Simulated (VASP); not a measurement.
**A VASP study of W2CN (PBE + rVV10): structure first, properties next**

Aim: relax W2CN, then compute properties on the relaxed cell. The steps: rough relaxation of the start cell, relaxing cell and atoms (PBE + rVV10), single point with fields (PBE + rVV10), band structure (PBE + rVV10), total and projected DOS (PBE + rVV10), optical spectrum (PBE + rVV10) and band structure (HSE06). The cell is invented: it takes the structure of a Materials Project entry for Zr2CN (space group 166 there), with some of its atoms replaced by other elements, volume scaled by an estimate. It may not be a known or stable phase.

Main program and level: VASP 6.6.1; PBE with rVV10, no spin polarisation; plane waves and PAW (W, N, C), in the first sound run; inputs show where later runs differ.

### Step 1. Set-up

Before any relaxation, the start is as follows. It takes space group R-3m (No. 166, trigonal). Conventional cell: a = 3.525 Å, b = 3.525 Å, c = 17.267 Å, α = 90.00°, β = 90.00°, γ = 120.00°. Nearest to W lie 3 C at 2.48 Å and 3 N at 2.50 Å. N has 6 W at 2.50 Å nearest. Nearest to C lie 6 W at 2.48 Å. It derives from Zr2CN. it takes the structure of a Materials Project entry for Zr2CN (space group 166 there), with some of its atoms replaced by other elements, volume scaled by an estimate. Farther neighbours and most contacts between anions are not listed.

### Step 2. Rough relaxation of the start cell

The start is only an estimate, so a cheap relaxation brings it near a minimum before any careful run. PBE, the usual starting point, adds the gradient of the density. LUSE_VDW switches on a nonlocal correlation term for dispersion.

The input, INCAR:

```
SYSTEM = W2CN
PREC = Normal
ENCUT = 520
EDIFF = 1E-05
NELM = 60
ISMEAR = -1
SIGMA = 0.05
LREAL = .FALSE.
ALGO = Fast
GGA = PE
LUSE_VDW = .TRUE.
IVDW_NL = 2
BPARAM = 10
CPARAM = 0.0093
LASPH = .TRUE.
NBANDS = 16
LORBIT = 11
LWAVE = .FALSE.
LCHARG = .FALSE.
KPAR = 2
IBRION = 2
NSW = 40
ISIF = 3
EDIFFG = -0.04
```

The input, POSCAR:

```
W2CN
1.0
    1.7622830000      1.0174550000      5.7557280000
   -1.7622830000      1.0174550000      5.7557280000
    0.0000000000     -2.0349090000      5.7557280000
W N C
2 1 1
Direct
    0.7490672600      0.7490672600      0.7490672600
    0.2509327400      0.2509327400      0.2509327400
    0.5000000000      0.5000000000      0.5000000000
    0.0000000000      0.0000000000      0.0000000000
```

The input, KPOINTS:

```
Automatic mesh
0
Gamma
5 5 5
0 0 0
```

The projector-augmented-wave data sets are W, N and C (PBE family, release 64).

On the command line:

```sh
$ mpirun -np 2 vasp_std
```

The program printed:

```text
[banner, memory and clock lines left out]
running    2 mpi-ranks, on    1 nodes
 distrk:  each k-point on    1 cores,    2 groups
 distr:  one band on    1 cores,    1 groups

 POSCAR found type information on POSCAR W N C
 POSCAR found :  3 types and       4 ions
|                                                                             |
|               ----> ADVICE to this user running VASP <----                  |
|                                                                             |
|     You have switched on vdW-DFT.                                           |
|     This routine was written and supplied by Jiri Klimes. We recommend      |
|     that you carefully read and cite the following publications:            |
|       J. Klimes, D.R. Bowler, A. Michelides                                 |
|          J. Phys.: Cond Matt. 22 022201 (2010)                              |
|       J. Klimes, D.R. Bowler, A. Michelides                                 |
|          Phys. Rev. B. 83, 195131 (2011)                                    |
|     and references therein.                                                 |
|                                                                             |

 LDA part: xc-table for (Slater+PW92), standard interpolation
 POSCAR, INCAR and KPOINTS ok, starting setup
 FFT: planning ... GRIDC
 FFT: planning ... GRID_SOFT
 FFT: planning ... GRID
 WAVECAR not read
 entering main loop
       N       E                     dE             d eps       ncg     rms          rms(c)
Total rVV10 correction in eV:      0.5746554    30.4038355
Total rVV10 correction in eV:      0.5746554    30.4038355
DAV:   1     0.658550782505E+02    0.65855E+02   -0.93601E+03   608   0.114E+03
DAV:   2    -0.341436616696E+02   -0.99999E+02   -0.96347E+02   784   0.254E+02
DAV:   3    -0.435693286318E+02   -0.94257E+01   -0.92657E+01   968   0.642E+01
DAV:   4    -0.438053421330E+02   -0.23601E+00   -0.23405E+00   672   0.116E+01
DAV:   5    -0.438159360273E+02   -0.10594E-01   -0.10572E-01  1000   0.195E+00    0.217E+01
Total rVV10 correction in eV:      0.5616721    30.4038349
Total rVV10 correction in eV:      0.5616721    30.4038349
RMM:   6    -0.374997808695E+02    0.63162E+01   -0.46406E+01   687   0.304E+01    0.832E+00
Total rVV10 correction in eV:      0.5392246    30.4038353
Total rVV10 correction in eV:      0.5392246    30.4038353
RMM:   7    -0.365217779278E+02    0.97800E+00   -0.51691E+00   631   0.169E+01    0.460E+00
Total rVV10 correction in eV:      0.5249465    30.4038352
Total rVV10 correction in eV:      0.5249465    30.4038352
RMM:   8    -0.364574289868E+02    0.64349E-01   -0.12956E+00   668   0.693E+00    0.161E+00
Total rVV10 correction in eV:      0.5196644    30.4038352
Total rVV10 correction in eV:      0.5196644    30.4038352
RMM:   9    -0.364775682428E+02   -0.20139E-01   -0.40340E-01   704   0.340E+00    0.593E-01
Total rVV10 correction in eV:      0.5198110    30.4038352
Total rVV10 correction in eV:      0.5198110    30.4038352
RMM:  10    -0.364840835877E+02   -0.65153E-02   -0.78051E-02   755   0.143E+00    0.266E-01
Total rVV10 correction in eV:      0.5238265    30.4038352
Total rVV10 correction in eV:      0.5238265    30.4038352
RMM:  11    -0.364843253777E+02   -0.24179E-03   -0.18046E-02   672   0.738E-01    0.347E-01
Total rVV10 correction in eV:      0.5236261    30.4038352
Total rVV10 correction in eV:      0.5236261    30.4038352
RMM:  12    -0.364845104962E+02   -0.18512E-03   -0.52949E-03   736   0.370E-01    0.992E-02
Total rVV10 correction in eV:      0.5230556    30.4038352
Total rVV10 correction in eV:      0.5230556    30.4038352
RMM:  13    -0.364844062538E+02    0.10424E-03   -0.13468E-03   717   0.179E-01    0.227E-02
Total rVV10 correction in eV:      0.5227921    30.4038352
Total rVV10 correction in eV:      0.5227921    30.4038352
RMM:  14    -0.364844339766E+02   -0.27723E-04   -0.43586E-04   733   0.964E-02    0.228E-02
Total rVV10 correction in eV:      0.5227735    30.4038352
Total rVV10 correction in eV:      0.5227735    30.4038352
RMM:  15    -0.364844394494E+02   -0.54727E-05   -0.60453E-05   575   0.416E-02
Total rVV10 correction in eV:      0.5229581    30.4038352
Total rVV10 correction in eV:      0.5229581    30.4038352
Total rVV10 correction in eV:      0.5228743    30.4038352
Total rVV10 correction in eV:      0.5228743    30.4038352
   1 F= -.36484439E+02 E0= -.36464173E+02  d E =-.364844E+02
 curvature:   0.00 expect dE= 0.000E+00 dE for cont linesearch  0.000E+00
 trial: gam= 0.00000 g(F)=  0.129E+00 g(S)=  0.191E+02 ort = 0.000E+00 (trialstep = 0.100E+01)
 search vector abs. value=  0.193E+02
 bond charge predicted
       N       E                     dE             d eps       ncg     rms          rms(c)
Total rVV10 correction in eV:      0.3818148    30.4038352
Total rVV10 correction in eV:      0.3818148    30.4038352
DAV:   1    -0.390977183244E+02   -0.26133E+01   -0.16687E+03   608   0.535E+02    0.119E+02
Total rVV10 correction in eV:      0.2534373    30.4038356
Total rVV10 correction in eV:      0.2534373    30.4038356
RMM:   2    -0.218802051538E+02    0.17218E+02   -0.50724E+01   612   0.823E+01    0.721E+01
Total rVV10 correction in eV:      0.1548060    30.4038356
Total rVV10 correction in eV:      0.1548060    30.4038356
RMM:   3    -0.163171045010E+02    0.55631E+01   -0.24092E+01   609   0.422E+01    0.103E+01
Total rVV10 correction in eV:      0.1679134    30.4038356
Total rVV10 correction in eV:      0.1679134    30.4038356
RMM:   4    -0.160261386133E+02    0.29097E+00   -0.14965E+00   615   0.178E+01    0.926E+00
Total rVV10 correction in eV:      0.1646493    30.4038356
Total rVV10 correction in eV:      0.1646493    30.4038356
RMM:   5    -0.159460891010E+02    0.80050E-01   -0.43619E-01   609   0.623E+00    0.363E+00
Total rVV10 correction in eV:      0.1640868    30.4038356
Total rVV10 correction in eV:      0.1640868    30.4038356
RMM:   6    -0.159502213954E+02   -0.41323E-02   -0.77421E-02   613   0.274E+00    0.117E+00
Total rVV10 correction in eV:      0.1644948    30.4038356
Total rVV10 correction in eV:      0.1644948    30.4038356
RMM:   7    -0.159521863897E+02   -0.19650E-02   -0.20755E-02   614   0.103E+00    0.854E-01
Total rVV10 correction in eV:      0.1661524    30.4038356
Total rVV10 correction in eV:      0.1661524    30.4038356
RMM:   8    -0.159536861453E+02   -0.14998E-02   -0.86228E-03   611   0.966E-01    0.247E-01
Total rVV10 correction in eV:      0.1655086    30.4038356
Total rVV10 correction in eV:      0.1655086    30.4038356
RMM:   9    -0.159525724087E+02    0.11137E-02   -0.24857E-03   611   0.750E-01    0.469E-02
Total rVV10 correction in eV:      0.1655634    30.4038356
Total rVV10 correction in eV:      0.1655634    30.4038356
RMM:  10    -0.159526190559E+02   -0.46647E-04   -0.50345E-04   625   0.194E-01    0.249E-02
Total rVV10 correction in eV:      0.1655923    30.4038356
Total rVV10 correction in eV:      0.1655923    30.4038356
RMM:  11    -0.159526224215E+02   -0.33656E-05   -0.61015E-05   513   0.884E-02
Total rVV10 correction in eV:      0.1656140    30.4038356
Total rVV10 correction in eV:      0.1656140    30.4038356
Total rVV10 correction in eV:      0.1656064    30.4038356
Total rVV10 correction in eV:      0.1656064    30.4038356
   2 F= -.15952622E+02 E0= -.15950518E+02  d E =0.205318E+02
[... from here on, the cycles between the ionic steps are left out ...]
   3 F= -.39487060E+02 E0= -.39472915E+02  d E =-.300262E+01
   4 F= -.41056156E+02 E0= -.41044954E+02  d E =-.457172E+01
   5 F= -.41881093E+02 E0= -.41871540E+02  d E =-.539665E+01
   6 F= -.42063860E+02 E0= -.42054362E+02  d E =-.557942E+01
   7 F= -.42073785E+02 E0= -.42064314E+02  d E =-.558935E+01
   8 F= -.42071176E+02 E0= -.42061709E+02  d E =-.558674E+01
   9 F= -.42108120E+02 E0= -.42097939E+02  d E =-.369447E-01
  10 F= -.42109096E+02 E0= -.42098953E+02  d E =-.379203E-01
  11 F= -.42132643E+02 E0= -.42121978E+02  d E =-.235469E-01
  12 F= -.42132644E+02 E0= -.42121993E+02  d E =-.235477E-01
  13 F= -.42140222E+02 E0= -.42131303E+02  d E =-.757802E-02
  14 F= -.42163084E+02 E0= -.42151823E+02  d E =-.304404E-01
  15 F= -.42236761E+02 E0= -.42227314E+02  d E =-.104117E+00
  16 F= -.42131618E+02 E0= -.42120404E+02  d E =0.102544E-02
  17 F= -.42244057E+02 E0= -.42233150E+02  d E =-.111413E+00
  18 F= -.42245460E+02 E0= -.42235171E+02  d E =-.112816E+00
  19 F= -.42248970E+02 E0= -.42237947E+02  d E =-.351016E-02
  20 F= -.42250588E+02 E0= -.42238687E+02  d E =-.512842E-02
  21 F= -.42250657E+02 E0= -.42238582E+02  d E =-.519749E-02
  22 F= -.42252005E+02 E0= -.42240075E+02  d E =-.134714E-02
  23 F= -.42254301E+02 E0= -.42242847E+02  d E =-.364337E-02
 curvature:  -0.42 expect dE=-0.205E-03 dE for cont linesearch -0.162E-03
 ZBRENT: extrapolating
 opt :   0.5036  next Energy=   -42.254473 (dE=-0.382E-02)
 bond charge predicted
       N       E                     dE             d eps       ncg     rms          rms(c)
Total rVV10 correction in eV:      0.3464964    30.4038358
Total rVV10 correction in eV:      0.3464964    30.4038358
DAV:   1    -0.422545688559E+02   -0.26897E-03   -0.21504E-02   688   0.102E+00    0.123E-01
Total rVV10 correction in eV:      0.3467443    30.4038358
Total rVV10 correction in eV:      0.3467443    30.4038358
RMM:   2    -0.422544900930E+02    0.78763E-04   -0.35678E-04   610   0.156E-01    0.954E-02
Total rVV10 correction in eV:      0.3468629    30.4038358
Total rVV10 correction in eV:      0.3468629    30.4038358
RMM:   3    -0.422544698838E+02    0.20209E-04   -0.76725E-05   590   0.752E-02    0.226E-02
Total rVV10 correction in eV:      0.3469175    30.4038358
Total rVV10 correction in eV:      0.3469175    30.4038358
RMM:   4    -0.422544668915E+02    0.29923E-05   -0.23423E-05   414   0.315E-02
Total rVV10 correction in eV:      0.3469031    30.4038358
Total rVV10 correction in eV:      0.3469031    30.4038358
Total rVV10 correction in eV:      0.3469145    30.4038358
Total rVV10 correction in eV:      0.3469145    30.4038358
  24 F= -.42254467E+02 E0= -.42243177E+02  d E =-.380940E-02
 curvature:  -0.45 expect dE=-0.300E-04 dE for cont linesearch -0.445E-07
 trial: gam= 0.04223 g(F)=  0.106E-04 g(S)=  0.565E-04 ort =-0.518E-04 (trialstep = 0.180E+00)
 search vector abs. value=  0.111E-03
 reached required accuracy - stopping structural energy minimisation
```

The job ended after 16 min (2 MPI ranks of Intel Xeon 6975P-C (Granite Rapids), shared host; peak memory 0.76 GiB).

The logs omit lines about the potential files and the build; timing stands in the text.

From OUTCAR (step 2):

```text
ion  position               nearest neighbor table
   1  0.749  0.749  0.749-   4 2.48   4 2.48   4 2.48   3 2.50   3 2.50   3 2.50
   2  0.251  0.251  0.251-   4 2.48   4 2.48   4 2.48   3 2.50   3 2.50   3 2.50
   3  0.500  0.500  0.500-   2 2.50   2 2.50   1 2.50   1 2.50   2 2.50   1 2.50
   4  0.000  0.000  0.000-   1 2.48   1 2.48   2 2.48   2 2.48   1 2.48   2 2.48

  LATTYP: Found a trigonal (rhomboedric) cell.
 ALAT       =     6.1048555150
 COS(alpha) =     0.8333403010

 Subroutine GETGRP returns: Found 12 space group operations
 (whereof 12 operations were pure point group operations)

The static configuration has the point symmetry D_3d.

 Found     19 irreducible k-points:

   k-points           NKPTS =     19   k-points in BZ     NKDIM =     19   number of bands    NBANDS=     16

   dimension x,y,z NGX =    36 NGY =   36 NGZ =   36
   dimension x,y,z NGXF=    72 NGYF=   72 NGZF=   72

   ENCUT  =  520.0 eV  38.22 Ry    6.18 a.u.  11.35 11.35 11.35*2*pi/ulx,y,z

   NELECT =      21.0000    total number of electrons

 k-points in reciprocal lattice and weights: Automatic mesh
   0.00000000  0.00000000  0.00000000       0.008
   0.20000000 -0.00000000  0.00000000       0.048
   0.40000000 -0.00000000  0.00000000       0.048
   0.20000000  0.20000000  0.00000000       0.048
   0.40000000  0.20000000  0.00000000       0.096
  -0.40000000  0.20000000  0.00000000       0.096
  -0.20000000  0.20000000  0.00000000       0.048
   0.40000000  0.40000000  0.00000000       0.048
  -0.40000000  0.40000000  0.00000000       0.048
[...]
0.40000000  0.40000000  0.40000000       0.016
  -0.40000000  0.40000000  0.40000000       0.048

 average (electrostatic) potential at core
       1 -37.2382       2 -37.2382       3 -60.6457       4 -45.9135

 E-fermi :   9.6077

 k-point     1 :       0.0000    0.0000    0.0000
  band No.  band energies     occupation
    ...
      9       7.4815      2.00000
     10       7.8657      2.00000
     11       7.8657      2.00000
     12       9.2651      1.99789
     13       9.2651      1.99789
     14      10.3590      0.00000
     15      10.3590      0.00000
     16      11.0474      0.00000

 k-point     2 :       0.2000   -0.0000    0.0000
  band No.  band energies     occupation
    ...
      8       6.0520      2.00000
      9       6.1559      2.00000
     10       8.5186      2.00000
     11       8.9659      1.99999
     12       9.5652      1.40116
     13      10.1608      0.00003
     14      10.8704      0.00000
     15      11.4872      0.00000
     16      12.5290      0.00000

 k-point     3 :       0.4000   -0.0000    0.0000
  band No.  band energies     occupation
    ...
      6       3.4759      2.00000
      7       4.3298      2.00000
      8       5.0211      2.00000
      9       6.2860      2.00000
     10       8.0126      2.00000
     11      11.4989      0.00000
     12      11.5429      0.00000
     13      11.7088      0.00000
     14      12.3099      0.00000
     15      13.1450      0.00000
    ...

  Total       -0.0314458     -0.0314458     -0.0520412      0.0000000     -0.0000000      0.0000000
  in kB       -1.2142910     -1.2142911     -2.0095913      0.0000000     -0.0000001      0.0000000
  external PRESSURE =      -1.4793911 kB  Pullay stress =       0.0000000 kB

  energy-cutoff  :      520.00
  volume of cell :       41.49
      direct lattice vectors                 reciprocal lattice vectors
     1.469956409  0.848680048  5.543071650     0.340146141  0.196383454  0.060135120
    -1.469956409  0.848680048  5.543071650    -0.340146141  0.196383454  0.060135120
     0.000000000 -1.697359301  5.543071660     0.000000000 -0.392766907  0.060135149

 POSITION                                       TOTAL-FORCE (eV/Angst)
 -----------------------------------------------------------------------------------
      0.00000      0.00000     12.41596        -0.000000     -0.000000     -0.010486
      0.00000      0.00000      4.21326         0.000000      0.000000      0.010486
      0.00000      0.00000      8.31461         0.000000      0.000000      0.000000
      0.00000      0.00000      0.00000        -0.000000      0.000000     -0.000000
 -----------------------------------------------------------------------------------
    total drift:                                0.000000     -0.000000     -0.000000

  FREE ENERGIE OF THE ION-ELECTRON SYSTEM (eV)
  ---------------------------------------------------
  free  energy   TOTEN  =       -42.2544668915 eV

  energy  without entropy=      -42.2318877134  energy(sigma->0) =      -42.24317730

 reached required accuracy - stopping structural energy minimisation

 total charge
# of ion       s       p       d       tot
------------------------------------------
    1        0.558   0.720   4.313   5.591
    2        0.558   0.720   4.313   5.591
    3        1.229   2.459   0.000   3.688
    4        0.859   1.614   0.000   2.472
--------------------------------------------------
tot          3.203   5.514   8.626  17.343

[... 3 further parts left out ...]
```

This run has no spin polarisation, although W can carry a moment. Its electron count is odd, so without a moment it is a metal by construction. The k-mesh is coarse for a metal. This relaxation is a rough one on cheap settings, only to bring the start near its minimum. After so large a change of volume the plane waves of the start cell no longer fit, so the final stress carries a basis-set error. The data set W keeps the semicore shell frozen, which is cheaper and a little less accurate. The run keeps the 12 symmetry operations of its start, so it cannot find a distortion of lower symmetry.

The steps of the relaxation (22 of 24):

| step | energy less that of the first step (eV) | largest force (eV/Å) | pressure (GPa) | volume (Å³) |
| --- | --- | --- | --- | --- |
| 1 | 0.0000 | 1.1554 | -59.48 | 61.92 |
| 2 | 20.5318 | 6.0033 | 763.52 | 23.38 |
| 3 | -3.0026 | 1.1686 | -53.54 | 53.52 |
| 4 | -4.5717 | 1.1187 | -40.69 | 48.33 |
| 5 | -5.3967 | 0.6276 | 27.04 | 39.01 |
| 6 | -5.5794 | 0.8677 | -4.80 | 42.06 |
| 8 | -5.5867 | 0.8072 | 3.37 | 41.15 |
| 9 | -5.6237 | 0.2944 | -6.14 | 42.31 |
| 10 | -5.6247 | 0.3702 | -4.91 | 42.15 |
| 11 | -5.6482 | 0.2048 | 0.06 | 41.72 |
| 12 | -5.6482 | 0.2004 | -0.04 | 41.72 |
| 13 | -5.6558 | 0.1995 | 0.24 | 41.67 |
| 14 | -5.6786 | 0.2981 | 1.36 | 41.50 |
| 15 | -5.7523 | 0.2761 | 3.89 | 41.11 |
| 16 | -5.6472 | 0.4885 | 12.40 | 40.12 |
| 17 | -5.7596 | 0.0417 | 5.58 | 40.87 |
| 19 | -5.7645 | 0.0662 | 3.92 | 41.04 |
| 20 | -5.7661 | 0.1512 | 2.52 | 41.17 |
| 21 | -5.7662 | 0.1688 | 2.24 | 41.20 |
| 22 | -5.7676 | 0.1376 | 1.75 | 41.26 |
| 23 | -5.7699 | 0.0441 | 0.30 | 41.43 |
| 24 | -5.7700 | 0.0105 | -0.15 | 41.49 |

| cell as run | before | after | change |
| --- | --- | --- | --- |
| a (Å) | 6.105 | 5.797 | -5.0 % |
| b (Å) | 6.105 | 5.797 | -5.0 % |
| c (Å) | 6.105 | 5.797 | -5.0 % |
| α (°) | 33.56 | 29.38 | -12.5 % |
| β (°) | 33.56 | 29.38 | -12.5 % |
| γ (°) | 33.56 | 29.38 | -12.5 % |
| volume (Å³/atom) | 15.48 | 10.37 | -33.0 % |

The atoms that moved most (Å, as changes of fractional coordinates times the final cell):

| atom | dx | dy | dz | length |
| --- | --- | --- | --- | --- |
| W1 | 0.000 | 0.000 | -0.040 | 0.040 |
| W2 | 0.000 | 0.000 | 0.040 | 0.040 |

Final coordinates:

```
W N C
1.0
     1.46996    0.84868    5.54307
    -1.46996    0.84868    5.54307
     0.00000   -1.69736    5.54307
W N C
2 1 1
Direct
  0.74664 0.74664 0.74664
  0.25336 0.25336 0.25336
  0.50000 0.50000 0.50000
  0.00000 0.00000 0.00000
```

Numbers from this step:

```yaml
electrons: 21
bands: 16
irreducible_k_points: 19
symmetry_operations: 12
free_energy_toten: -42.25 eV
energy_at_zero_smearing: -42.24 eV
fermi_energy: 9.608 eV
pressure: -0.1479 GPa
metallic: yes
scf_cycles_over_all_ionic_steps: 170
```

It ends with a largest force of 0.010 eV/Å and a pressure of -0.15 GPa.

(Part 1 of 5 ends here.)

[Lines on the potential files, build, host, timing and source positions are cut from VASP's logs without a mark.]

[Logs are printed without paths, hosts, clocks, repeated set-up lines and the standing remarks that a program may print on its own settings, such as how far it seeks lower states.]

[Hosts, paths, dates, database ids (printed as entryN), source tags and the programs' standing remarks are cut or masked in the printed files.]

[A measured line is paired with the nearest computed mode of its activity, which favours agreement.]
